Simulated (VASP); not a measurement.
## A VASP study of LiCl (LDA): structure first, properties next

What structure does LiCl take at this level, and what are its properties? The steps: relaxing cell and atoms (LDA), second relaxation, single point with fields (LDA), band structure (LDA), density of states (LDA), vibrations at Γ (LDA), volume scan with LDA, fit for LDA and electric field gradients (LDA). The start is a cell from a database of measured crystal structures.

Calculated with VASP 6.6.1; LDA; plane waves and PAW (Li_sv, Cl).

## (1) The structure

Before any relaxation, the start is as follows. The structure is cubic, space group Fm-3m (No. 225). The conventional cell has a = 5.143 Å, b = 5.143 Å, c = 5.143 Å, α = 90.00°, β = 90.00°, γ = 90.00°. Nearest to Li lie 6 Cl at 2.57 Å. Nearest to Cl lie 6 Li at 2.57 Å. Farther neighbours and most contacts between anions are not listed.

Coordinates:

```cif
data_structure
_symmetry_space_group_name_H-M 'P 1'
_symmetry_Int_Tables_number 1
_cell_length_a 3.6367
_cell_length_b 3.6367
_cell_length_c 3.6367
_cell_angle_alpha 60.000
_cell_angle_beta 60.000
_cell_angle_gamma 60.000
_cell_volume 34.01
loop_
_atom_site_label
_atom_site_type_symbol
_atom_site_fract_x
_atom_site_fract_y
_atom_site_fract_z
_atom_site_occupancy
Li1 Li 0.00000 0.00000 0.00000 1
Cl2 Cl 0.50000 0.50000 0.50000 1
```

## (2) Relaxing cell and atoms (LDA)

The start need not lie at this functional's minimum. ISIF = 3 frees volume, shape and positions, and EDIFFG sets the threshold on forces and stress at which the search stops. LDA, the lowest rung, knows the local density alone.

INCAR reads:

```
SYSTEM = LiCl
PREC = Accurate
ENCUT = 650
EDIFF = 1E-06
NELM = 100
ISMEAR = 0
SIGMA = 0.05
LREAL = .FALSE.
ALGO = Normal
GGA = CA
NBANDS = 11
LORBIT = 11
LWAVE = .FALSE.
LCHARG = .FALSE.
KPAR = 2
IBRION = 2
NSW = 60
ISIF = 3
EDIFFG = -0.01
```

POSCAR reads:

```
LiCl
1.0
    0.0000000000      2.5715000000      2.5715000000
    2.5715000000      0.0000000000      2.5715000000
    2.5715000000      2.5715000000      0.0000000000
Li Cl
1 1
Direct
    0.0000000000      0.0000000000      0.0000000000
    0.5000000000      0.5000000000      0.5000000000
```

KPOINTS reads:

```
Automatic mesh
0
Gamma
8 8 8
0 0 0
```

The projector-augmented-wave data sets are Li_sv and Cl (LDA family, release 64).

Launch:

```sh
mpirun -np 2 vasp_std
```

The program printed:

```text
[banner, memory and clock lines left out]
running    2 mpi-ranks, on    1 nodes
 distrk:  each k-point on    1 cores,    2 groups
 distr:  one band on    1 cores,    1 groups

 POSCAR found type information on POSCAR LiCl
 POSCAR found :  2 types and       2 ions
 LDA part: xc-table for (Slater(with rela. corr.)+CA(PZ))
 , standard interpolation
 POSCAR, INCAR and KPOINTS ok, starting setup
 FFT: planning ... GRIDC
 FFT: planning ... GRID_SOFT
 FFT: planning ... GRID
 WAVECAR not read
 entering main loop
       N       E                     dE             d eps       ncg     rms          rms(c)
DAV:   1     0.436449870554E+02    0.43645E+02   -0.45633E+03   638   0.967E+02
DAV:   2    -0.524566932899E+01   -0.48891E+02   -0.46862E+02   800   0.162E+02
DAV:   3    -0.804552394601E+01   -0.27999E+01   -0.27909E+01   829   0.404E+01
DAV:   4    -0.813244890687E+01   -0.86925E-01   -0.86871E-01   946   0.686E+00
DAV:   5    -0.813309201995E+01   -0.64311E-03   -0.64310E-03   841   0.599E-01    0.234E+00
DAV:   6    -0.806328570591E+01    0.69806E-01   -0.13426E-01   792   0.173E+00    0.161E+00
DAV:   7    -0.805558731997E+01    0.76984E-02   -0.32186E-02   987   0.947E-01    0.809E-01
DAV:   8    -0.805541218405E+01    0.17514E-03   -0.28031E-03   907   0.381E-01    0.134E-01
DAV:   9    -0.805538572034E+01    0.26464E-04   -0.14457E-04   839   0.860E-02    0.334E-02
DAV:  10    -0.805539584810E+01   -0.10128E-04   -0.10529E-05   767   0.239E-02    0.109E-02
DAV:  11    -0.805539561189E+01    0.23621E-06   -0.18097E-06   647   0.932E-03
   1 F= -.80553956E+01 E0= -.80553956E+01  d E =-.805540E+01
 curvature:   0.00 expect dE= 0.000E+00 dE for cont linesearch  0.000E+00
 trial: gam= 0.00000 g(F)=  0.850E-61 g(S)=  0.403E-01 ort = 0.000E+00 (trialstep = 0.100E+01)
 search vector abs. value=  0.403E-01
 bond charge predicted
       N       E                     dE             d eps       ncg     rms          rms(c)
DAV:   1    -0.824079839004E+01   -0.18540E+00   -0.28425E+00   638   0.110E+01    0.264E+00
DAV:   2    -0.810304029158E+01    0.13776E+00   -0.33198E-01   753   0.347E+00    0.876E-01
DAV:   3    -0.808799625711E+01    0.15044E-01   -0.59236E-02   719   0.140E+00    0.579E-01
DAV:   4    -0.808680024135E+01    0.11960E-02   -0.15970E-03  1082   0.292E-01    0.886E-02
DAV:   5    -0.808672867701E+01    0.71564E-04   -0.27018E-04   823   0.103E-01    0.275E-02
DAV:   6    -0.808672708686E+01    0.15901E-05   -0.53463E-06   784   0.199E-02    0.157E-02
DAV:   7    -0.808672683852E+01    0.24835E-06   -0.16850E-06   555   0.919E-03
   2 F= -.80867268E+01 E0= -.80867268E+01  d E =-.313312E-01
[...]
3 F= -.80974811E+01 E0= -.80974811E+01  d E =-.420855E-01
 curvature:  -1.00 expect dE=-0.164E-03 dE for cont linesearch -0.164E-03
 ZBRENT: extrapolating
 opt :   1.9786  next Energy=    -8.097632 (dE=-0.422E-01)
 bond charge predicted
       N       E                     dE             d eps       ncg     rms          rms(c)
DAV:   1    -0.809976803157E+01   -0.22867E-02   -0.39603E-02   638   0.130E+00    0.304E-01
DAV:   2    -0.809786884831E+01    0.18992E-02   -0.45049E-03   766   0.411E-01    0.105E-01
DAV:   3    -0.809764453085E+01    0.22432E-03   -0.85286E-04   716   0.168E-01    0.657E-02
DAV:   4    -0.809762841818E+01    0.16113E-04   -0.22058E-05  1065   0.348E-02    0.100E-02
DAV:   5    -0.809762747549E+01    0.94270E-06   -0.36876E-06   707   0.123E-02
   4 F= -.80976275E+01 E0= -.80976275E+01  d E =-.422319E-01
 curvature:  -0.92 expect dE=-0.128E-05 dE for cont linesearch -0.128E-05
 trial: gam= 0.00000 g(F)=  0.387E-60 g(S)=  0.139E-05 ort =-0.236E-03 (trialstep = 0.120E+01)
 search vector abs. value=  0.139E-05
 reached required accuracy - stopping structural energy minimisation
```

Elapsed: 11 s, on 2 MPI ranks of AMD EPYC 9R45, shared host; peak memory 0.24 GiB.

The logs omit lines about the potential files and the build; timing stands in the text.

From OUTCAR (step 2):

```text
ion  position               nearest neighbor table
   1  0.000  0.000  0.000-   2 2.57   2 2.57   2 2.57   2 2.57   2 2.57   2 2.57
   2  0.500  0.500  0.500-   1 2.57   1 2.57   1 2.57   1 2.57   1 2.57   1 2.57

  LATTYP: Found a face centered cubic cell.
 ALAT       =     5.1430000000

 Subroutine GETGRP returns: Found 48 space group operations
 (whereof 48 operations were pure point group operations)

The static configuration has the point symmetry O_h .

 Found     29 irreducible k-points:

   k-points           NKPTS =     29   k-points in BZ     NKDIM =     29   number of bands    NBANDS=     11

   dimension x,y,z NGX =    30 NGY =   30 NGZ =   30
   dimension x,y,z NGXF=    60 NGYF=   60 NGZF=   60

   ENCUT  =  650.0 eV  47.77 Ry    6.91 a.u.   7.56  7.56  7.56*2*pi/ulx,y,z

   NELECT =      10.0000    total number of electrons

 k-points in reciprocal lattice and weights: Automatic mesh
   0.00000000  0.00000000  0.00000000       0.002
   0.12500000  0.00000000  0.00000000       0.016
   0.25000000  0.00000000  0.00000000       0.016
   0.37500000  0.00000000  0.00000000       0.016
   0.50000000  0.00000000  0.00000000       0.008
   0.12500000  0.12500000  0.00000000       0.012
   0.25000000  0.12500000  0.00000000       0.047
   0.37500000  0.12500000  0.00000000       0.047
   0.50000000  0.12500000  0.00000000       0.047
[...]
-0.37500000  0.50000000  0.12500000       0.023
  -0.25000000  0.50000000  0.25000000       0.012

 average (electrostatic) potential at core
       1 -63.8946       2 -95.9363

 E-fermi :   1.4929

 k-point     1 :       0.0000    0.0000    0.0000
  band No.  band energies     occupation
      1     -41.0598      2.00000
      2     -12.4430      2.00000
      3       1.2713      2.00000
      4       1.2713      2.00000
      5       1.2713      2.00000
      6       7.9004      0.00000
      7      13.0866      0.00000
      8      13.0866      0.00000
      9      13.0866      0.00000
     10      15.9637      0.00000
    ...

 k-point     2 :       0.1250    0.0000    0.0000
  band No.  band energies     occupation
      1     -41.0591      2.00000
      2     -12.3481      2.00000
      3       0.6477      2.00000
      4       1.2212      2.00000
      5       1.2212      2.00000
      6       8.3588      0.00000
      7      12.3100      0.00000
      8      13.0167      0.00000
      9      13.0167      0.00000
     10      14.3827      0.00000
    ...

 k-point     3 :       0.2500    0.0000    0.0000
  band No.  band energies     occupation
      1     -41.0572      2.00000
      2     -12.1026      2.00000
      3      -0.5951      2.00000
      4       1.1083      2.00000
      5       1.1083      2.00000
      6       8.5313      0.00000
      7      11.8035      0.00000
      8      11.8035      0.00000
      9      12.4661      0.00000
     10      15.2951      0.00000
    ...

  Total        0.0043758      0.0043758      0.0043758      0.0000000      0.0000000      0.0000000
  in kB        0.2298255      0.2298255      0.2298255      0.0000000      0.0000000      0.0000000
  external PRESSURE =       0.2298255 kB  Pullay stress =       0.0000000 kB

  energy-cutoff  :      650.00
  volume of cell :       30.50
      direct lattice vectors                 reciprocal lattice vectors
     0.000000000  2.479963709  2.479963709    -0.201615854  0.201615854  0.201615854
     2.479963709  0.000000000  2.479963709     0.201615854 -0.201615854  0.201615854
     2.479963709  2.479963709  0.000000000     0.201615854  0.201615854 -0.201615854

 POSITION                                       TOTAL-FORCE (eV/Angst)
 -----------------------------------------------------------------------------------
      0.00000      0.00000      0.00000        -0.000000     -0.000000     -0.000000
      2.47996      2.47996      2.47996         0.000000      0.000000      0.000000
 -----------------------------------------------------------------------------------
    total drift:                               -0.000000     -0.000000      0.000000

  FREE ENERGIE OF THE ION-ELECTRON SYSTEM (eV)
  ---------------------------------------------------
  free  energy   TOTEN  =        -8.0976274755 eV

  energy  without entropy=       -8.0976274755  energy(sigma->0) =       -8.09762748

 reached required accuracy - stopping structural energy minimisation

 total charge
# of ion       s       p       d       tot
------------------------------------------
    1        2.010   0.057   0.000   2.067
    2        1.585   3.579   0.000   5.164
--------------------------------------------------
tot          3.596   3.636   0.000   7.232

[... 3 further parts left out ...]
```

The gap is read on the k-mesh alone, so it is an upper bound where the band edges lie off the mesh. After so large a change of volume the plane waves of the start cell no longer fit, so the final stress carries a basis-set error. The run keeps the 48 symmetry operations of its start, so it cannot find a distortion of lower symmetry.

Relaxation path:

```
step  energy less that of the first step (eV)  largest force (eV/Å)  pressure (GPa)  volume (Å³)
   1                                   0.0000                0.0000           -3.51        34.01
   2                                  -0.0313                0.0000           -1.97        32.21
   3                                  -0.0421                0.0000           -0.25        30.71
   4                                  -0.0422                0.0000            0.02        30.50
```

```
conventional cell, symmetrised  before  after   change
                         a (Å)   5.143  4.960   -3.6 %
                         b (Å)   5.143  4.960   -3.6 %
                         c (Å)   5.143  4.960   -3.6 %
              volume (Å³/atom)   17.00  15.25  -10.3 %
```

The relaxed structure:

```cif
data_structure
_symmetry_space_group_name_H-M 'P 1'
_symmetry_Int_Tables_number 1
_cell_length_a 3.5072
_cell_length_b 3.5072
_cell_length_c 3.5072
_cell_angle_alpha 60.000
_cell_angle_beta 60.000
_cell_angle_gamma 60.000
_cell_volume 30.50
loop_
_atom_site_label
_atom_site_type_symbol
_atom_site_fract_x
_atom_site_fract_y
_atom_site_fract_z
_atom_site_occupancy
Li1 Li 0.00000 0.00000 0.00000 1
Cl2 Cl 0.50000 0.50000 0.50000 1
```

Numbers from this step:

| Quantity | Value |
| --- | --- |
| electrons | 10 |
| bands | 11 |
| irreducible k-points | 29 |
| symmetry operations | 48 |
| free energy (TOTEN) | -8.098 eV |
| Fermi energy | 1.493 eV |
| pressure | 0.02298 GPa |
| metallic | no |
| valence top at k | 0, 0, 0 |
| conduction bottom at k | 0.5, 0, 0 |
| least direct gap at k | 0, 0, 0 |
| SCF cycles over all ionic steps | 30 |
| gap on the k-mesh | 6.516 eV |
| least direct gap on the k-mesh | 6.629 eV |

It ends with forces that vanish by symmetry and a pressure of 0.02 GPa. The volume lies -10.3 % from that of the database's start, which holds the thermal and zero-point expansion of its experiment. LDA is known to overbind.

## (3) Second relaxation

A relaxation keeps the plane waves of the cell it began with, so it is repeated from the new cell, on a basis made for it.

INCAR is that of step 2.

POSCAR reads:

```
LiCl
1.0
    0.0000000000      2.4799637091      2.4799637091
    2.4799637091      0.0000000000      2.4799637091
    2.4799637091      2.4799637091      0.0000000000
Li Cl
1 1
Direct
    0.0000000000      0.0000000000      0.0000000000
    0.5000000000      0.5000000000      0.5000000000
```

KPOINTS is that of step 2.

Launch:

```sh
mpirun -np 2 vasp_std
```

The program printed:

```text
[... set-up lines as in an earlier step ...]
 entering main loop
       N       E                     dE             d eps       ncg     rms          rms(c)
DAV:   1     0.435091541479E+02    0.43509E+02   -0.49104E+03   638   0.991E+02
DAV:   2    -0.563929988123E+01   -0.49148E+02   -0.47251E+02   833   0.157E+02
DAV:   3    -0.811052018612E+01   -0.24712E+01   -0.24645E+01   828   0.372E+01
DAV:   4    -0.816451777834E+01   -0.53998E-01   -0.53956E-01   910   0.583E+00
DAV:   5    -0.816523770543E+01   -0.71993E-03   -0.71989E-03   810   0.591E-01    0.253E+00
DAV:   6    -0.810310880219E+01    0.62129E-01   -0.11118E-01   837   0.163E+00    0.175E+00
DAV:   7    -0.809558857858E+01    0.75202E-02   -0.29996E-02   945   0.932E-01    0.834E-01
DAV:   8    -0.809541838137E+01    0.17020E-03   -0.23826E-03   903   0.348E-01    0.115E-01
DAV:   9    -0.809539970894E+01    0.18672E-04   -0.95779E-05   785   0.713E-02    0.248E-02
DAV:  10    -0.809540667575E+01   -0.69668E-05   -0.69120E-06   785   0.207E-02    0.626E-03
DAV:  11    -0.809540658066E+01    0.95082E-07   -0.79909E-07   480   0.679E-03
   1 F= -.80954066E+01 E0= -.80954066E+01  d E =-.809541E+01
 curvature:   0.00 expect dE= 0.000E+00 dE for cont linesearch  0.000E+00
 trial: gam= 0.00000 g(F)=  0.453E-61 g(S)=  0.117E-05 ort = 0.000E+00 (trialstep = 0.100E+01)
 search vector abs. value=  0.117E-05
 reached required accuracy - stopping structural energy minimisation
```

Elapsed: 4.4 s, on 2 MPI ranks; peak memory 0.23 GiB; 6.9 s of CPU time.

OUTCAR, selected parts (step 3):

```text
  LATTYP: Found a face centered cubic cell.
 ALAT       =     4.9599274182

The static configuration has the point symmetry O_h .

 Found     29 irreducible k-points:

   ENCUT  =  650.0 eV  47.77 Ry    6.91 a.u.   7.29  7.29  7.29*2*pi/ulx,y,z

   NELECT =      10.0000    total number of electrons

 E-fermi :   1.4930

 k-point     1 :       0.0000    0.0000    0.0000
  band No.  band energies     occupation
      1     -41.0610      2.00000
      2     -12.4423      2.00000
      3       1.2716      2.00000
      4       1.2716      2.00000
      5       1.2716      2.00000
      6       7.9026      0.00000
      7      13.0868      0.00000
      8      13.0868      0.00000
      9      13.0868      0.00000
     10      15.9643      0.00000
    ...

 k-point     2 :       0.1250    0.0000    0.0000
  band No.  band energies     occupation
      1     -41.0603      2.00000
      2     -12.3474      2.00000
      3       0.6483      2.00000
      4       1.2216      2.00000
      5       1.2216      2.00000
      6       8.3609      0.00000
      7      12.3104      0.00000
      8      13.0168      0.00000
      9      13.0168      0.00000
     10      14.3828      0.00000
    ...

  Total        0.0040281      0.0040281      0.0040281     -0.0000000      0.0000000      0.0000000
  in kB        0.2115672      0.2115672      0.2115672     -0.0000000      0.0000000      0.0000000
  external PRESSURE =       0.2115672 kB  Pullay stress =       0.0000000 kB

  FREE ENERGIE OF THE ION-ELECTRON SYSTEM (eV)
  ---------------------------------------------------
  free  energy   TOTEN  =        -8.0954065807 eV

  energy  without entropy=       -8.0954065807  energy(sigma->0) =       -8.09540658

[... 8 parts as in an earlier step ...]

[... 6 further parts left out ...]
```

CONTCAR:

```
LiCl
   1.00000000000000
     0.0000000000000000    2.4799637091000002    2.4799637091000002
     2.4799637091000002    0.0000000000000000    2.4799637091000002
     2.4799637091000002    2.4799637091000002    0.0000000000000000
  Li              Cl
     1     1
Direct
     0.0000000000000000    0.0000000000000000    0.0000000000000000
     0.5000000000000000    0.5000000000000000    0.5000000000000000
```

Little changed from the start: no atom moved by 0.005 Å and no cell edge by 0.1 %.

Numbers from this step:

```
free energy (TOTEN)             : -8.095 eV
pressure                        : 0.02116 GPa
SCF cycles over all ionic steps : 11
least direct gap on the k-mesh  : 6.631 eV
```

It ends with forces that vanish by symmetry and a pressure of 0.02 GPa. The volume moved by under 0.01 %: the run met its threshold at the first step.

(Part 1 of 5 ends here.)

[Lines on the potential files, build, host, timing and source positions are cut from VASP's logs without a mark.]

[Logs are printed without paths, hosts, clocks, repeated set-up lines and the standing remarks that a program may print on its own settings, such as how far it seeks lower states.]

[Hosts, paths, dates, database ids (printed as entryN), source tags and the programs' standing remarks are cut or masked in the printed files.]

[Measured values are set beside computed ones only where the two were judged alike; some that the calculation misses by far are left out.]

[In band tables of VASP the shares of atoms and orbitals are scaled to a sum of 1 inside the atoms' spheres.]
